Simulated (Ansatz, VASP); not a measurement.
# Cross-check of WS2 (Tungstenite) between VASP and Ansatz

Aim: how closely do two programs agree when they are given the same cell, functional and k mesh? The cell is taken from a series of runs on this material, whose earlier steps may have relaxed, scaled, displaced or heated it; both programs get it as it stands.

Method: plane waves, with VASP 6.6.1 beside it; single point at PBE, in Ansatz 0.2.0.

**1. Set-up**

Symmetry: P6_3/mmc, No. 194, hexagonal system. The conventional cell has a = 3.154 Å, b = 3.154 Å, c = 12.145 Å, α = 90.00°, β = 90.00°, γ = 120.00°. Nearest to W lie 6 S at 2.41 Å. S has 3 W at 2.41 Å nearest. Farther neighbours and most contacts between anions are not listed.

Structure file:

```cif
data_structure
_symmetry_space_group_name_H-M 'P6_3/mmc'
_symmetry_Int_Tables_number 194
_cell_length_a 3.1538
_cell_length_b 3.1538
_cell_length_c 12.1447
_cell_angle_alpha 90.000
_cell_angle_beta 90.000
_cell_angle_gamma 120.000
_cell_volume 104.61
loop_
_atom_site_label
_atom_site_type_symbol
_atom_site_symmetry_multiplicity
_atom_site_Wyckoff_symbol
_atom_site_fract_x
_atom_site_fract_y
_atom_site_fract_z
_atom_site_occupancy
W1 W 2 c 0.33333 0.66667 0.25000 1
S1 S 4 f 0.33333 0.66667 0.62032 1
```

**2. Ansatz: single point, PBE**

Ansatz runs on its default PAW (the set named soft_2) files.

A single point gives forces, pressure and levels at one fixed geometry, so differences don't come from the geometry; what else differs is listed under the comparison.

Input file input.yaml:

```yaml
crystal:
  lattice:
    - [3.1537707027, 0.0, 0.0]
    - [-1.5768853514, 2.7312455463, 0.0]
    - [0.0, 0.0, 12.1446516348]
  atoms:
    - { symbol: W, position: [0.3333333333, 0.6666666667, 0.25] }
    - { symbol: W, position: [0.6666666667, 0.3333333333, 0.75] }
    - { symbol: S, position: [0.3333333333, 0.6666666667, 0.6203178363] }
    - { symbol: S, position: [0.6666666667, 0.3333333333, 0.1203178363] }
    - { symbol: S, position: [0.3333333333, 0.6666666667, 0.8796821637] }
    - { symbol: S, position: [0.6666666667, 0.3333333333, 0.3796821637] }
kpoints:
  mp_grid: { grid: [12, 12, 2] }
  band_path:
    path:
      - [[0.0, 0.0, 0.0], [0.5, 0.0, 0.0], [0.33333333, 0.33333333, 0.0], [0.0, 0.0, 0.0], [0.0, 0.0, 0.5], [0.5, 0.0, 0.5], [0.33333333, 0.33333333, 0.5], [0.0, 0.0, 0.5]]
      - [[0.5, 0.0, 0.5], [0.5, 0.0, 0.0]]
      - [[0.33333333, 0.33333333, 0.5], [0.33333333, 0.33333333, 0.0]]
    npoints: 10
hamiltonian:
  xc: pbe
scf:
  occupations: { method: fermi_dirac, width: 0.02 }
  n_extra_bands: 6
output:
  eigenvalues: true
  write_density: true
  write_potential: true
  elf: true
  volumetric_format: npy
```

Started as:

```
ansatz run input.yaml --threads 3 --pin off --max-ram 64512MiB --backend cuda --devices 1 --max-vram 24GiB --events-out ev --progress --plain --runs-dir out
```

Numbers of over 12 decimals in the logs are rounded to 6 here.

Log:

```text
scf.n_extra_bands = 6 over 26 filled bands (N_el = 52.0): the run solves 32 bands
GPUs: using 1 of 1 available (devices: 1).
Engine: ansatz 0.2.0, x86_64-unknown-linux-gnu
Pseudopotentials: kind: paw
Pseudopotential: W, paw, valence charge 14, recommended cutoff 420 eV (normal), W.paw.azcp
Pseudopotential: S, paw, valence charge 6, recommended cutoff 420 eV (normal), S.paw.azcp
Functional definition: PBE
  parameter kappa = 0.804
  parameter beta = 0.066725
  exchange = pbe_x(kappa = kappa, mu = beta*pi^2/3)
  correlation = pbe_c(beta = beta)
device memory: the entry about to start is reckoned to put 2.6 GiB on a device that reports 66.8 GiB free (of which the cap on the GPU budget leaves the run 24.0 GiB)
GPU FFT provider: cuFFT
GPU libraries: cuBLAS 13.8.2, cuFFT 12.4.0, cuSOLVER 12.3.4
Crystal: 6 atoms, lattice volume = 104.611 Å³
Basis set: ecut = 420 eV, 2033 PW (Γ)
Bands: 32, of which v1, the nominal top of the filled ones, is band 26 counted from 1 (25 counted from 0)
Symmetry: 24 space group operations
Space group: P63/mmc (ITA 194), of the structure as read, at distance tolerance 4.7e-5 Å
k-points: 38 of 288
Non-local potential: W, projectors of the file, l = 0: 3, l = 1: 2, l = 2: 2, l = 3: 1
Non-local potential: S, projectors of the file, l = 0: 2, l = 1: 2, l = 2: 2
PAW form: soft (Blöchl's): semilocal exchange-correlation on the pseudo side does not see the compensation charge
PAW one-centre angular grid: W, 590 points (default); XC on 64 Gauss nodes
PAW one-centre angular grid: S, 110 points (default); XC on 64 Gauss nodes
Initial density: superposition of atomic densities (neutral atoms: chi_scale 0, normalization atom), corrected by the library's trained network
Initial wavefunctions: pseudopotential atomic-orbital guess
GPU buffer pool allocated for 51840 grid points (all kernels)
GPU transforms: local potential and band sums: pruned to the plane-wave sphere, on 24×24×81
Functional: x = pbe(κ = 0.804, μ = 0.219515), c = pbe(β = 0.066725)
SCF iter   1: F=—  HF=-24382.698585 eV  |F-HF|=—  |Δ(HF+E_count)|=         —  Δρ=5.15e-3  dr2=1.04e-2  ethr=1.77e-3  ⟨swp⟩=6.8  Hψ=5881  notcnv=0
preconditioner: auto → Resta (q_TF=auto, 2.428 Å⁻¹)  ε∞=7.6  [insulator: Δε(μ)=0.890 eV  Ē_g=8.454 eV  σ=0.020 eV  W_gap=1.00  n_scr=26 (ndim 8)  ℏωp=21.8 eV  f_vac=0.012  D(μ)=0.00/eV (n_scr^D=0)  ε∞_Penn≈7.6]
SCF iter   2: F=—  HF=-24382.704108 eV  |F-HF|=—  |Δ(HF+E_count)|=   5.52e-3  Δρ=2.85e-3  dr2=2.47e-3  ethr=2.00e-5  ⟨swp⟩=2.1  Hψ=2144  notcnv=0  defer=19
SCF iter   3: F=—  HF=-24382.708528 eV  |F-HF|=—  |Δ(HF+E_count)|=   4.42e-3  Δρ=7.79e-4  dr2=3.93e-4  ethr=4.76e-6  ⟨swp⟩=2.0  Hψ=1942  notcnv=0  defer=19
SCF iter   4: F=—  HF=-24382.708807 eV  |F-HF|=—  |Δ(HF+E_count)|=   2.79e-4  Δρ=9.74e-5  dr2=1.87e-5  ethr=7.56e-7  ⟨swp⟩=2.0  Hψ=1742  notcnv=0  defer=19
SCF iter   5: F=—  HF=-24382.708921 eV  |F-HF|=—  |Δ(HF+E_count)|=   1.14e-4  Δρ=3.34e-5  dr2=1.30e-6  ethr=3.60e-8  ⟨swp⟩=2.0  Hψ=1699  notcnv=0  defer=19
SCF iter   6: F=—  HF=-24382.708922 eV  |F-HF|=—  |Δ(HF+E_count)|=   7.66e-7  Δρ=9.23e-6  dr2=1.03e-7  ethr=2.51e-9  ⟨swp⟩=2.0  Hψ=1822  notcnv=0  defer=19
SCF iter   7: F=-24382.708922 eV  HF=-24382.708922 eV  |F-HF|=3.42e-9  |Δ(HF+E_count)|=   8.38e-8  Δρ=1.49e-6  dr2=2.59e-9  ethr=1.92e-10  ⟨swp⟩=4.4  Hψ=2483  notcnv=0
SCF 1 converged in 7 iterations: F = -24382.708922 eV  dr2 = 2.59e-9
  greatest PAW one-centre occupation: 1.000 electrons in one spin orbital (limit 2), on the W atom at site 1 (counted from 0), in its partial waves of l = 0
device memory: the entry about to start is reckoned to put 3.9 GiB on a device that reports 66.8 GiB free (of which the cap on the GPU budget leaves the run 24.0 GiB)
NSCF: frozen V_eff on 93 k-points, pencils in batches of 32, up to order 144
SCF converged after 7 iterations
Free energy (F): -24382.708922 eV
Harris-Foulkes:  -24382.708922 eV  (|F-HF|=3.42e-9)
Internal energy: -24382.708922 eV  (E = F + TS)
E sigma→0 (E₀):  -24382.708922 eV
Fermi energy:    12.494546 eV
--- Per-component energies (eV) ---
  E_band       = -357.406654
  E_kinetic    = 1334.645065
  E_local      = -3361.908610  (includes V_loc(G=0)·N_el)
  E_nonlocal   = 114.823710
  E_hartree    = 1328.330702
  E_xc         = -925.247773
  E_vxc        = -831.363704  (∫ρ·V_xc dr)
  E_paw        = -19526.335741  (= ΣΔE_a)
  E_vpaw       = -270.266105  (= ΣTr[D̂ρ^β])
  E_aug_tail   = -0.000123  (compensation charges beyond the density's cutoff)
  E_ewald      = -3347.016151
  E_smearing   = -0.000000  (= −TS)
  E_closure    = 0.000000  (closes the sum)
  Σ components = -24382.708922   (vs F -24382.708922, Δ=0.00e0)
--- Band table (eV; the first three rows and the last of 38) ---
  k-point 0: bands = [... 22 lower, 9.8485, 10.6452, 10.7693, 12.0669, 14.3186, 14.3186, 14.3316, 14.3316, ... 2 higher]
  k-point 1: bands = [... 22 lower, 9.8144, 9.8144, 11.7575, 11.7575, 14.3052, 14.3052, 14.3052, 14.3052, ... 2 higher]
  k-point 2: bands = [... 22 lower, 9.8437, 10.7715, 10.7869, 11.8195, 14.1980, 14.2196, 14.2218, 14.2862, ... 2 higher]
  k-point 37: bands = [... 22 lower, 8.8953, 8.8953, 11.3598, 11.3598, 13.3291, 13.3291, 14.5672, 14.5672, ... 2 higher]
```

**3. VASP: single point, PBE**

The same cell, functional, mesh and smearing now go to VASP, with its own data sets.

Lines of VASP's logs that name or quote its potential files are left out, and so is its time.

Input file INCAR:

```
SYSTEM = WS2
PREC = Accurate
ENCUT = 520
EDIFF = 1E-06
NELM = 120
ISMEAR = -1
SIGMA = 0.02
LREAL = .FALSE.
ALGO = Normal
GGA = PE
NBANDS = 24
LASPH = .TRUE.
LORBIT = 11
LWAVE = .FALSE.
LCHARG = .FALSE.
ISIF = 2
GGA_COMPAT = .FALSE.
EFERMI = MIDGAP
KPAR = 2
```

Input file POSCAR:

```
WS2
1.0
    3.1537707027      0.0000000000      0.0000000000
   -1.5768853514      2.7312455463      0.0000000000
    0.0000000000      0.0000000000     12.1446516348
W S
2 4
Direct
    0.3333333334      0.6666666668      0.2500000000
    0.6666666668      0.3333333334      0.7500000000
    0.3333333334      0.6666666668      0.6203178363
    0.6666666668      0.3333333334      0.1203178363
    0.3333333334      0.6666666668      0.8796821637
    0.6666666668      0.3333333334      0.3796821637
```

Input file KPOINTS:

```
Automatic mesh
0
Gamma
12 12 2
0 0 0
```

The projector-augmented-wave data sets are W and S (PBE family, release 64).

Started as:

```
mpirun -np 2 vasp_std
```

Log:

```text
[banner, memory and clock lines left out]
running    2 mpi-ranks, on    1 nodes
 distrk:  each k-point on    1 cores,    2 groups
 distr:  one band on    1 cores,    1 groups

 POSCAR found type information on POSCAR W S
 POSCAR found :  2 types and       6 ions
 LDA part: xc-table for (Slater+PW92), standard interpolation
 POSCAR, INCAR and KPOINTS ok, starting setup
 FFT: planning ... GRIDC
 FFT: planning ... GRID_SOFT
 FFT: planning ... GRID
 WAVECAR not read
 entering main loop
       N       E                     dE             d eps       ncg     rms          rms(c)
DAV:   1     0.190365036217E+03    0.19037E+03   -0.16365E+04  1824   0.133E+03
DAV:   2    -0.342610907163E+02   -0.22463E+03   -0.21606E+03  2496   0.288E+02
DAV:   3    -0.497363197211E+02   -0.15475E+02   -0.15355E+02  2400   0.717E+01
DAV:   4    -0.501059729703E+02   -0.36965E+00   -0.36872E+00  2496   0.121E+01
DAV:   5    -0.501148269983E+02   -0.88540E-02   -0.88481E-02  2456   0.173E+00    0.399E+01
DAV:   6    -0.477182489575E+02    0.23966E+01   -0.11124E+01  2688   0.166E+01    0.182E+01
DAV:   7    -0.474331495972E+02    0.28510E+00   -0.35742E+00  2424   0.108E+01    0.908E+00
DAV:   8    -0.473003962138E+02    0.13275E+00   -0.47690E-01  2552   0.441E+00    0.137E+00
DAV:   9    -0.472961157861E+02    0.42804E-02   -0.69362E-02  2464   0.144E+00    0.575E-01
DAV:  10    -0.472944437391E+02    0.16720E-02   -0.15921E-02  2608   0.724E-01    0.340E-01
DAV:  11    -0.472944167663E+02    0.26973E-04   -0.18015E-03  2536   0.257E-01    0.106E-01
DAV:  12    -0.472944292584E+02   -0.12492E-04   -0.41177E-04  2528   0.127E-01    0.540E-02
DAV:  13    -0.472944365054E+02   -0.72469E-05   -0.25362E-05  2480   0.307E-02    0.154E-02
DAV:  14    -0.472944359973E+02    0.50805E-06   -0.24673E-06  2000   0.860E-03
   1 F= -.47294436E+02 E0= -.47294436E+02  d E =-.255371E-11
```

Parts of OUTCAR (step 3):

```text
ion  position               nearest neighbor table
   1  0.333  0.667  0.250-   4 2.41   6 2.41   4 2.41   6 2.41   4 2.41   6 2.41
   2  0.667  0.333  0.750-   3 2.41   5 2.41   3 2.41   5 2.41   3 2.41   5 2.41
   3  0.333  0.667  0.620-   2 2.41   2 2.41   2 2.41
   4  0.667  0.333  0.120-   1 2.41   1 2.41   1 2.41
   5  0.333  0.667  0.880-   2 2.41   2 2.41   2 2.41
   6  0.667  0.333  0.380-   1 2.41   1 2.41   1 2.41

  LATTYP: Found a hexagonal cell.
 ALAT       =     3.1537707027
 C/A-ratio  =     3.8508353269

 Subroutine GETGRP returns: Found 24 space group operations
 (whereof 12 operations were pure point group operations)

The static configuration has the point symmetry D_3d.
 The point group associated with its full space group is D_6h.

 Found     38 irreducible k-points:

   k-points           NKPTS =     38   k-points in BZ     NKDIM =     38   number of bands    NBANDS=     24

   dimension x,y,z NGX =    24 NGY =   24 NGZ =   90
   dimension x,y,z NGXF=    48 NGYF=   48 NGZF=  180

   ENCUT  =  520.0 eV  38.22 Ry    6.18 a.u.   5.86  5.86 22.58*2*pi/ulx,y,z

   NELECT =      36.0000    total number of electrons

 k-points in reciprocal lattice and weights: Automatic mesh
   0.00000000  0.00000000  0.00000000       0.003
   0.08333333 -0.00000000  0.00000000       0.021
   0.16666667 -0.00000000  0.00000000       0.021
   0.25000000 -0.00000000  0.00000000       0.021
   0.33333333 -0.00000000  0.00000000       0.021
   0.41666667 -0.00000000  0.00000000       0.021
   0.50000000 -0.00000000  0.00000000       0.010
   0.08333333  0.08333333  0.00000000       0.021
   0.16666667  0.08333333  0.00000000       0.042
[...]
0.33333333  0.25000000  0.50000000       0.042
   0.33333333  0.33333333  0.50000000       0.007

 average (electrostatic) potential at core
       1 -39.7278       2 -39.7278       3 -85.5327       4 -85.5327       5 -85.5327
       6 -85.5327

 E-fermi :   7.0610

 k-point     1 :       0.0000    0.0000    0.0000
  band No.  band energies     occupation
    ...
     14       4.4226      2.00000
     15       4.4226      2.00000
     16       5.2148      2.00000
     17       5.3235      2.00000
     18       6.6024      2.00000
     19       8.8846      0.00000
     20       8.8849      0.00000
     21       8.9006      0.00000
     22       8.9006      0.00000
     23       8.9007      0.00000
    ...

 k-point     2 :       0.0833   -0.0000    0.0000
  band No.  band energies     occupation
    ...
     14       4.2391      2.00000
     15       4.4159      2.00000
     16       5.3363      2.00000
     17       5.3406      2.00000
     18       6.3584      2.00000
     19       8.7614      0.00000
     20       8.7823      0.00000
     21       8.7887      0.00000
     22       8.8547      0.00000
     23       8.8734      0.00000
    ...

 k-point     3 :       0.1667   -0.0000    0.0000
  band No.  band energies     occupation
    ...
     14       3.8112      2.00000
     15       4.2637      2.00000
     16       5.1703      2.00000
     17       5.3010      2.00000
     18       5.7160      2.00000
     19       8.1515      0.00000
     20       8.5420      0.00000
     21       8.7411      0.00000
     22       8.8295      0.00000
     23       8.8407      0.00000
    ...

  Total        2.2370848      2.2370848      2.3678531     -0.0000000      0.0000000      0.0000000
  in kB       34.2623468     34.2623468     36.2651455     -0.0000000      0.0000000      0.0000000
  external PRESSURE =      34.9299464 kB  Pullay stress =       0.0000000 kB

  energy-cutoff  :      520.00
  volume of cell :      104.61
      direct lattice vectors                 reciprocal lattice vectors
     3.153770703  0.000000000  0.000000000     0.317080756  0.183066660  0.000000000
    -1.576885351  2.731245546  0.000000000     0.000000000  0.366133320  0.000000000
     0.000000000  0.000000000 12.144651635     0.000000000  0.000000000  0.082340773

 POSITION                                       TOTAL-FORCE (eV/Angst)
 -----------------------------------------------------------------------------------
     -0.00000      1.82083      3.03616        -0.000000      0.000000     -0.000000
      1.57689      0.91042      9.10849        -0.000000      0.000000     -0.000000
     -0.00000      1.82083      7.53354         0.000000     -0.000000      0.067216
      1.57689      0.91042      1.46122        -0.000000      0.000000      0.067216
     -0.00000      1.82083     10.68343         0.000000     -0.000000     -0.067216
      1.57689      0.91042      4.61111        -0.000000      0.000000     -0.067216
 -----------------------------------------------------------------------------------
    total drift:                               -0.000000     -0.000000      0.000000

  FREE ENERGIE OF THE ION-ELECTRON SYSTEM (eV)
  ---------------------------------------------------
  free  energy   TOTEN  =       -47.2944359973 eV

  energy  without entropy=      -47.2944359973  energy(sigma->0) =      -47.29443600

 total charge
# of ion       s       p       d       tot
------------------------------------------
    1        0.568   0.718   4.261   5.548
    2        0.568   0.718   4.261   5.548
    3        1.361   2.362   0.000   3.724
    4        1.361   2.362   0.000   3.724
    5        1.361   2.362   0.000   3.724
    6        1.361   2.362   0.000   3.724
--------------------------------------------------
tot          6.581  10.885   8.523  25.989

[... 3 further parts left out ...]
```

This run has no spin polarisation, so a moment on W, if there is one, isn't seen.

**4. Side by side**

Known differences besides the potentials themselves: the data sets hold 52 valence electrons in Ansatz (on its default PAW (the set named soft_2) files) and 36 in VASP; the cutoff is 420 eV in Ansatz and 520 eV in VASP. Total energies have different zeros and are not compared.

Both answers:

```
              quantity  Ansatz   VASP  difference
gap on the k mesh (eV)   0.891  0.917      -0.026
```

A gap on the mesh is an upper bound, since the band edges may lie between its points; neither run holds spin-orbit coupling, which can move the band edges of a compound of W.

**5. Outcome**

| Quantity | Value |
| --- | --- |
| difference in gap on the k mesh (single point, PBE) | -0.026 eV |

**Reading.** The difference in gap on the k mesh is -0.026 eV (single point, PBE), within the 0.08 eV picked in this series as the mark of a large difference. The data sets hold unlike numbers of valence electrons (52 in Ansatz and 36 in VASP), so part of the differences comes from the potentials. How closely two codes agree says nothing of how well the functional describes the real material.

[Lines on the potential files, build, host, timing and source positions are cut from VASP's logs without a mark.]

[Logs are printed without paths, hosts, clocks, repeated set-up lines and the standing remarks that a program may print on its own settings, such as how far it seeks lower states.]

[Hosts, paths, dates, database ids (printed as entryN), source tags and the programs' standing remarks are cut or masked in the printed files.]
